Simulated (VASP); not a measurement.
**LiCl: GW quasiparticle gap**

Wanted: how far GW moves the Kohn-Sham levels of LiCl. The cell is of the rock-salt type, one of the forms listed for this formula. The start is a cell from a database of measured crystal structures.

Calculated with VASP 6.6.1; PBE; plane waves and PAW (Cl_GW, Li_GW), in the first sound run; inputs show where later runs differ.

The database entry behind the starting cell differs from later determinations by our own check (0.1 to 0.3 % short, probably kX units), so it need not match the best structure at ambient conditions.

### Step 1. Starting point

It takes space group Fm-3m (No. 225, cubic). The conventional cell has a = 5.130 Å, b = 5.130 Å, c = 5.130 Å, α = 90.00°, β = 90.00°, γ = 90.00°. Nearest to Cl lie 6 Li at 2.56 Å. Nearest to Li lie 6 Cl at 2.56 Å. Farther neighbours and most contacts between anions are not listed.

As a file:

```cif
data_structure
_symmetry_space_group_name_H-M 'Fm-3m'
_symmetry_Int_Tables_number 225
_cell_length_a 5.1295
_cell_length_b 5.1295
_cell_length_c 5.1295
_cell_angle_alpha 90.000
_cell_angle_beta 90.000
_cell_angle_gamma 90.000
_cell_volume 134.97
loop_
_atom_site_label
_atom_site_type_symbol
_atom_site_symmetry_multiplicity
_atom_site_Wyckoff_symbol
_atom_site_fract_x
_atom_site_fract_y
_atom_site_fract_z
_atom_site_occupancy
Cl1 Cl 4 b 0.50000 0.00000 0.00000 1
Li1 Li 4 a 0.00000 0.00000 0.00000 1
```

### Step 2. Ground state

The orbitals come from a self-consistent PBE run with a tight EDIFF and a narrow smearing. KPOINTS_OPT adds the bands along a path, which shows whether the mesh holds the band edges.

File INCAR:

```
SYSTEM = LiCl
PREC = Accurate
ENCUT = 300
EDIFF = 1E-08
NELM = 100
ISMEAR = 0
SIGMA = 0.01
LREAL = .FALSE.
ALGO = Normal
GGA = PE
NBANDS = 10
LORBIT = 11
LWAVE = .TRUE.
LCHARG = .FALSE.
KPAR = 8
```

File POSCAR:

```
LiCl
1.0
    0.0000000000      2.5647700000      2.5647700000
    2.5647700000      0.0000000000      2.5647700000
    2.5647700000      2.5647700000      0.0000000000
Cl Li
1 1
Direct
    0.5000000000      0.5000000000      0.5000000000
    0.0000000000      0.0000000000      0.0000000000
```

File KPOINTS:

```
Automatic mesh
0
Gamma
4 4 4
0 0 0
```

File KPOINTS_OPT:

```
Line mode
12
Line-mode
Reciprocal
  0.00000000   0.00000000   0.00000000 GAMMA
  0.50000000   0.00000000   0.50000000 X

  0.50000000   0.00000000   0.50000000 X
  0.50000000   0.25000000   0.75000000 W

  0.50000000   0.25000000   0.75000000 W
  0.37500000   0.37500000   0.75000000 K

  0.37500000   0.37500000   0.75000000 K
  0.00000000   0.00000000   0.00000000 GAMMA

  0.00000000   0.00000000   0.00000000 GAMMA
  0.50000000   0.50000000   0.50000000 L

  0.50000000   0.50000000   0.50000000 L
  0.62500000   0.25000000   0.62500000 U

  0.62500000   0.25000000   0.62500000 U
  0.50000000   0.25000000   0.75000000 W

  0.50000000   0.25000000   0.75000000 W
  0.50000000   0.50000000   0.50000000 L

  0.50000000   0.50000000   0.50000000 L
  0.37500000   0.37500000   0.75000000 K

  0.62500000   0.25000000   0.62500000 U
  0.50000000   0.00000000   0.50000000 X
```

Potentials, in the order of the species: Cl_GW and Li_GW (PBE family, release 64).

On the command line:

```
$ mpirun -np 8 vasp_std
```

What it wrote:

```text
[banner, memory and clock lines left out]
running    8 mpi-ranks, on    1 nodes
 distrk:  each k-point on    1 cores,    8 groups
 distr:  one band on    1 cores,    1 groups

 POSCAR found type information on POSCAR ClLi
 POSCAR found :  2 types and       2 ions
|                                                                             |
|           W    W    AA    RRRRR   N    N  II  N    N   GGGG   !!!           |
|           W    W   A  A   R    R  NN   N  II  NN   N  G    G  !!!           |
|           W    W  A    A  R    R  N N  N  II  N N  N  G       !!!           |
|           W WW W  AAAAAA  RRRRR   N  N N  II  N  N N  G  GGG   !            |
|           WW  WW  A    A  R   R   N   NN  II  N   NN  G    G                |
|           W    W  A    A  R    R  N    N  II  N    N   GGGG   !!!           |
|                                                                             |
|     For optimal performance we recommend to set                             |
|       NCORE = 2 up to number-of-cores-per-socket                            |
|     NCORE specifies how many cores store one orbital (NPAR=cpu/NCORE).      |
|     This setting can greatly improve the performance of VASP for DFT.       |
|     The default, NCORE=1 might be grossly inefficient on modern             |
|     multi-core architectures or massively parallel machines. Do your        |
|     Unfortunately you need to use the default for GW and RPA                |
|     calculations (for HF NCORE is supported but not extensively tested      |
|     yet).                                                                   |
|                                                                             |

 LDA part: xc-table for (Slater+PW92), standard interpolation
 POSCAR, INCAR and KPOINTS ok, starting setup
 FFT: planning ... GRIDC
 FFT: planning ... GRID_SOFT
 FFT: planning ... GRID
 WAVECAR not read
 entering main loop
       N       E                     dE             d eps       ncg     rms          rms(c)
DAV:   1     0.173396428843E+02    0.17340E+02   -0.32863E+03   168   0.463E+02
DAV:   2    -0.651641008886E+01   -0.23856E+02   -0.23514E+02   194   0.933E+01
DAV:   3    -0.741531250299E+01   -0.89890E+00   -0.89805E+00   204   0.205E+01
DAV:   4    -0.742580447533E+01   -0.10492E-01   -0.10490E-01   224   0.235E+00
DAV:   5    -0.742600345666E+01   -0.19898E-03   -0.19898E-03   190   0.288E-01    0.138E+00
DAV:   6    -0.736019525269E+01    0.65808E-01   -0.17890E-01   186   0.210E+00    0.678E-01
DAV:   7    -0.736201411004E+01   -0.18189E-02   -0.47609E-02   182   0.116E+00    0.319E-01
DAV:   8    -0.736636652659E+01   -0.43524E-02   -0.57448E-03   172   0.569E-01    0.285E-02
DAV:   9    -0.736638461871E+01   -0.18092E-04   -0.65753E-05   214   0.608E-02    0.141E-02
DAV:  10    -0.736640780556E+01   -0.23187E-04   -0.32312E-05   180   0.395E-02    0.427E-03
DAV:  11    -0.736640720263E+01    0.60293E-06   -0.32539E-06   238   0.100E-02    0.189E-03
DAV:  12    -0.736640743077E+01   -0.22814E-06   -0.27462E-07   194   0.377E-03    0.189E-04
DAV:  13    -0.736640744154E+01   -0.10767E-07   -0.96345E-09   182   0.650E-04    0.229E-05
DAV:  14    -0.736640743455E+01    0.69858E-08   -0.13761E-10   110   0.953E-05
   1 F= -.73664074E+01 E0= -.73664074E+01  d E =-.566141E-88
 Start KPOINTS_OPT (optional k-point list driver)
k-point batch [1-8\120]
       N       E                     dE             ncg
DAV:   1    -0.349547818099E+02   -0.71613E+03      160
DAV:   2    -0.285901223654E+03   -0.25095E+03      198
DAV:   3    -0.295717805100E+03   -0.98166E+01      204
DAV:   4    -0.295812453253E+03   -0.94648E-01      210
DAV:   5    -0.295814256915E+03   -0.18037E-02      222
DAV:   6    -0.295814306731E+03   -0.49817E-04      220
DAV:   7    -0.295814308287E+03   -0.15555E-05      242
DAV:   8    -0.295814308306E+03   -0.19256E-07      208
DAV:   9    -0.295814308306E+03   -0.84583E-10      172
[...]
k-point batch [113-120\120]
       N       E                     dE             ncg
DAV:   1    -0.136945315667E+03   -0.20813E+04      160
DAV:   2    -0.337309960126E+03   -0.20036E+03      224
DAV:   3    -0.343544782322E+03   -0.62348E+01      206
DAV:   4    -0.343579762469E+03   -0.34980E-01      246
DAV:   5    -0.343579884545E+03   -0.12208E-03      220
DAV:   6    -0.343579884968E+03   -0.42285E-06      246
DAV:   7    -0.343579884969E+03   -0.10436E-08      212
 writing wavefunctions
```

Elapsed: 5.4 s, on 8 MPI ranks of AMD EPYC 7R43, shared host; peak memory 0.71 GiB; 36 s of CPU time.

Lines that name or quote the potential files are left out of all logs, and their timing lines are given in words.

From OUTCAR (step 2):

```text
ion  position               nearest neighbor table
   1  0.500  0.500  0.500-   2 2.56   2 2.56   2 2.56   2 2.56   2 2.56   2 2.56
   2  0.000  0.000  0.000-   1 2.56   1 2.56   1 2.56   1 2.56   1 2.56   1 2.56

  LATTYP: Found a face centered cubic cell.
 ALAT       =     5.1295400000

 Subroutine GETGRP returns: Found 48 space group operations
 (whereof 48 operations were pure point group operations)

The static configuration has the point symmetry O_h .

 Found      8 irreducible k-points:

   k-points           NKPTS =      8   k-points in BZ     NKDIM =      8   number of bands    NBANDS=     10

   dimension x,y,z NGX =    20 NGY =   20 NGZ =   20
   dimension x,y,z NGXF=    40 NGYF=   40 NGZF=   40

   ENCUT  =  300.0 eV  22.05 Ry    4.70 a.u.   5.12  5.12  5.12*2*pi/ulx,y,z

   NELECT =       8.0000    total number of electrons

 k-points in reciprocal lattice and weights: Automatic mesh
   0.00000000  0.00000000  0.00000000       0.016
   0.25000000  0.00000000  0.00000000       0.125
   0.50000000  0.00000000  0.00000000       0.062
   0.25000000  0.25000000  0.00000000       0.094
   0.50000000  0.25000000  0.00000000       0.375
  -0.25000000  0.25000000  0.00000000       0.188
   0.50000000  0.50000000  0.00000000       0.047
  -0.25000000  0.50000000  0.25000000       0.094

 average (electrostatic) potential at core
       1 -84.6690       2  -3.8632

 E-fermi :  -0.7991

 k-point     1 :       0.0000    0.0000    0.0000
  band No.  band energies     occupation
      1     -14.3487      2.00000
      2      -0.9388      2.00000
      3      -0.9388      2.00000
      4      -0.9388      2.00000
      5       5.3790      0.00000
      6      10.8971      0.00000
      7      10.8971      0.00000
      8      10.8971      0.00000
      9      13.4736      0.00000
    ...

 k-point     2 :       0.2500    0.0000    0.0000
  band No.  band energies     occupation
      1     -14.0774      2.00000
      2      -2.5233      2.00000
      3      -1.0747      2.00000
      4      -1.0747      2.00000
      5       6.2695      0.00000
      6       9.6981      0.00000
      7       9.6981      0.00000
      8      10.0033      0.00000
      9      12.8783      0.00000
    ...

 k-point     3 :       0.5000    0.0000    0.0000
  band No.  band energies     occupation
      1     -13.7724      2.00000
      2      -3.7613      2.00000
      3      -1.1971      2.00000
      4      -1.1971      2.00000
      5       5.8064      0.00000
      6       8.5165      0.00000
      7       8.5165      0.00000
      8      12.0158      0.00000
      9      15.8886      0.00000
    ...

  Total        0.0411033      0.0411033      0.0411033      0.0000000      0.0000000     -0.0000000
  in kB        1.9516946      1.9516946      1.9516946      0.0000000      0.0000000     -0.0000000
  external PRESSURE =       1.9516946 kB  Pullay stress =       0.0000000 kB

  energy-cutoff  :      300.00
  volume of cell :       33.74
      direct lattice vectors                 reciprocal lattice vectors
     0.000000000  2.564770000  2.564770000    -0.194949255  0.194949255  0.194949255
     2.564770000  0.000000000  2.564770000     0.194949255 -0.194949255  0.194949255
     2.564770000  2.564770000  0.000000000     0.194949255  0.194949255 -0.194949255

 POSITION                                       TOTAL-FORCE (eV/Angst)
 -----------------------------------------------------------------------------------
      2.56477      2.56477      2.56477        -0.000000     -0.000000      0.000000
      0.00000      0.00000      0.00000         0.000000      0.000000     -0.000000
 -----------------------------------------------------------------------------------
    total drift:                                0.000000      0.000000      0.000000

  FREE ENERGIE OF THE ION-ELECTRON SYSTEM (eV)
  ---------------------------------------------------
  free  energy   TOTEN  =        -7.3664074346 eV

  energy  without entropy=       -7.3664074346  energy(sigma->0) =       -7.36640743

 total charge
# of ion       s       p       d       tot
------------------------------------------
    1        1.574   3.549   0.005   5.127
    2        0.078   0.145   0.035   0.258
--------------------------------------------------
tot          1.652   3.694   0.039   5.385

[... 3 further parts left out ...]
```

This step gave:

- free energy (TOTEN): -7.366 eV
- Fermi energy: -0.7991 eV
- pressure: 0.1952 GPa
- least gap on mesh and path: 6.314 eV
- least direct gap on mesh and path: 6.318 eV

The highest empty bands on the path are converged less tightly, to about 0.1 eV. The electronic bands at the labelled points (eV, zero at the valence-band top; v1 is the highest filled band, c1 the lowest empty one):

```tsv
point	v3	v2	v1	c1	c2	c3	c4
Γ	0.00	0.00	0.00	6.31	11.83	11.83	11.83
0.45 of the way	-1.31	-0.51	-0.51	8.29	9.73	9.83	12.34
X	-2.90	-1.11	-1.11	7.83	8.26	12.43	14.11
0.45 of the way	-2.73	-1.39	-1.09	8.23	8.80	11.92	12.34
W	-2.13	-2.13	-1.07	9.49	10.11	10.40	10.40
0.55 of the way	-2.41	-1.84	-0.94	8.50	9.94	11.08	11.17
K	-2.49	-1.79	-0.83	8.04	9.89	11.42	11.69
0.45 of the way	-1.86	-1.02	-0.14	8.03	10.04	10.20	10.76
Γ	0.00	0.00	0.00	6.31	11.83	11.83	11.83
0.55 of the way	-1.78	-0.16	-0.16	7.18	10.44	10.44	11.09
L	-2.83	-0.26	-0.26	6.74	9.45	9.45	12.95
0.45 of the way	-2.65	-1.01	-0.45	7.69	9.41	10.10	12.10
U	-2.49	-1.79	-0.83	8.04	9.89	11.42	11.69
0.45 of the way	-2.41	-1.84	-0.94	8.50	9.94	11.08	11.17
W	-2.13	-2.13	-1.07	9.49	10.11	10.40	10.40
0.45 of the way	-2.51	-1.44	-0.64	8.38	9.27	10.64	11.54
L	-2.83	-0.26	-0.26	6.74	9.45	9.45	12.95
0.45 of the way	-2.65	-1.01	-0.45	7.69	9.41	10.10	12.10
K	-2.49	-1.79	-0.83	8.04	9.89	11.42	11.69
jump to U	-2.49	-1.79	-0.83	8.04	9.89	11.42	11.69
0.45 of the way	-2.77	-1.37	-1.02	7.96	8.78	12.07	12.96
X	-2.90	-1.11	-1.11	7.83	8.26	12.43	14.11
```

Of the projections kept (Cl, Li), the largest for each band there; the rest of the weight can lie on other orbitals:

```tsv
point	v3	v2	v1	c1	c2	c3	c4
Γ	Cl 0.97	Cl 0.97	Cl 0.97	Cl 0.51	Cl 0.79	Cl 0.79	Cl 0.79
X	Cl 0.88	Cl 0.93	Cl 0.93	Li 0.68	Cl 0.73	Cl 0.65	Li 0.70
W	Cl 0.90	Cl 0.90	Cl 0.94	Li 0.57	Li 0.71	Cl 0.77	Cl 0.77
K	Cl 0.89	Cl 0.91	Cl 0.95	Li 0.62	Cl 0.63	Cl 0.71	Li 0.62
Γ	Cl 0.97	Cl 0.97	Cl 0.97	Cl 0.51	Cl 0.79	Cl 0.79	Cl 0.79
L	Cl 0.88	Cl 0.98	Cl 0.98	Li 0.52	Li 0.67	Li 0.67	Cl 0.61
```

The electronic bands as a text plot (rows in eV, shown from -2.9 to 10.4 only):

```
   10.1 |   + +      +++++ ++++        +    + +++++  ++   ++++
    9.6 |    +       ++                 ++++++    ++  ++++++  +
    9.0 |    ++     +                            +  ++
    8.5 |    ++++++++  +                        +              ++
    7.9 |   +  +++++    +++++++             ++++     +     ++++++
    7.4 |  +                   +      ++   +          +   +
    6.8 | +                     +  +++  +++            +++
    6.2 |+                       ++
    5.7 |
    5.1 |
    4.6 |
    4.0 |
    3.5 |
    2.9 |
    2.4 |
    1.8 |
    1.3 |
    0.7 |
    0.1 |**                   ********
   -0.4 | ****            **** **  ** ********       ********
   -1.0 |   * ************   ***     *      * *********   *  ****
   -1.5 |    *     **    * ** *       *      * *    *      ** **
   -2.1 |     *      **** ****         *      * ****         *
   -2.6 |      ******  ***              *********   *************
         Γ       X    W  K        Γ      L     U  W     L   K|U X
```

The cell has a gap of 6.31 eV on mesh and path.

### Step 3. Empty bands, functional PBE

ALGO = Exact makes the empty bands from the converged ground state in one step. LOPTICS writes the k-derivatives of the orbitals (WAVEDER), which give the long-wavelength limit of the screening.

File INCAR:

```
SYSTEM = LiCl
PREC = Accurate
ENCUT = 300
ISMEAR = 0
SIGMA = 0.01
LREAL = .FALSE.
GGA = PE
NBANDS = 224
ALGO = Exact
NELM = 1
LWAVE = .TRUE.
LCHARG = .FALSE.
LOPTICS = .TRUE.
NEDOS = 1000
CSHIFT = 0.1
```

POSCAR is that of step 2.

KPOINTS is that of step 2.

On the command line:

```
$ mpirun -np 8 vasp_std
```

What it wrote:

```text
[banner, memory and clock lines left out]
running    8 mpi-ranks, on    1 nodes
 distrk:  each k-point on    8 cores,    1 groups
 distr:  one band on    1 cores,    8 groups

 POSCAR found type information on POSCAR ClLi
 POSCAR found :  2 types and       2 ions
 [... a notice as in an earlier step ...]

 LDA part: xc-table for (Slater+PW92), standard interpolation
 found WAVECAR, reading the header
  number of bands has changed, file:    10 present:   224
  trying to continue reading WAVECAR, but it might fail
 POSCAR, INCAR and KPOINTS ok, starting setup
 FFT: planning ... GRIDC
 FFT: planning ... GRID_SOFT
 FFT: planning ... GRID
 reading WAVECAR
 random initialization beyond band           10
 the WAVECAR file was read successfully
 initial charge from wavefunction
 entering main loop
       N       E                     dE             d eps       ncg     rms          rms(c)
DIA:   1    -0.736640743150E+01   -0.73664E+01    0.00000E+00     0   0.000E+00
   1 F= -.73664074E+01 E0= -.73664074E+01  d E =-.137579E-70
 writing wavefunctions
 optical routines
 imaginary and real dielectric function
 recalculating local potential from charge density
 direction            1
 direction            2
 direction            3
```

Run time: 3 s. Hardware: 8 MPI ranks; peak memory 0.65 GiB.

OUTCAR, selected parts (step 3):

```text
The static configuration has the point symmetry O_h .

 Found      8 irreducible k-points:

   k-points           NKPTS =      8   k-points in BZ     NKDIM =      8   number of bands    NBANDS=    224

   NELECT =       8.0000    total number of electrons

 E-fermi :  -0.8143

 k-point     6 :      -0.2500    0.2500    0.0000
  band No.  band energies     occupation
      1     -13.7705      2.00000
      2      -3.0450      2.00000
      3      -2.3796      2.00000
      4      -1.2216      2.00000
      5       7.2273      0.00000
      6       9.2287      0.00000
      7       9.2321      0.00000
      8       9.7895      0.00000
      9      13.3002      0.00000
    ...

  Total        0.0411346      0.0411346      0.0411346      0.0000000     -0.0000000      0.0000000
  in kB        1.9531837      1.9531837      1.9531837      0.0000000     -0.0000000      0.0000000
  external PRESSURE =       1.9531837 kB  Pullay stress =       0.0000000 kB

 POSITION                                       TOTAL-FORCE (eV/Angst)
 -----------------------------------------------------------------------------------
      2.56477      2.56477      2.56477        -0.000000     -0.000000     -0.000000
      0.00000      0.00000      0.00000         0.000000      0.000000      0.000000
 -----------------------------------------------------------------------------------
    total drift:                                0.000000      0.000000      0.000000

  FREE ENERGIE OF THE ION-ELECTRON SYSTEM (eV)
  ---------------------------------------------------
  free  energy   TOTEN  =        -7.3664074315 eV

  energy  without entropy=       -7.3664074315  energy(sigma->0) =       -7.36640743

 plasma frequency squared (from intraband transitions) (eV^2)
  --------------------------------------------------------------------------------------
       0.000       0.000       0.000
       0.000       0.000       0.000
       0.000       0.000       0.000

[... 13 parts as in an earlier step ...]
```

The gap is read on the k-mesh alone, so it is an upper bound where the band edges lie off the mesh.

A gap read on the k-mesh alone can miss the band edges.

This step gave:

* gap on the k-mesh: 6.318 eV
* least direct gap on the k-mesh: 6.318 eV

WAVECAR now holds 224 bands for 8 electrons. Its independent-particle dielectric tensor has xx, yy, zz = 3.3, 3.3, 3.3 on this mesh, which isn't tested for convergence in mesh or bands and lacks local fields.

(Continued in part 2 of 5.)

[Lines on the potential files, build, host, timing and source positions are cut from VASP's logs without a mark.]

[Logs are printed without paths, hosts, clocks, repeated set-up lines and the standing remarks that a program may print on its own settings, such as how far it seeks lower states.]

[Hosts, paths, dates, database ids (printed as entryN), source tags and the programs' standing remarks are cut or masked in the printed files.]

[Pressures printed for these runs are not shown converged in the cutoff: they can be off by several GPa and have the wrong sign.]
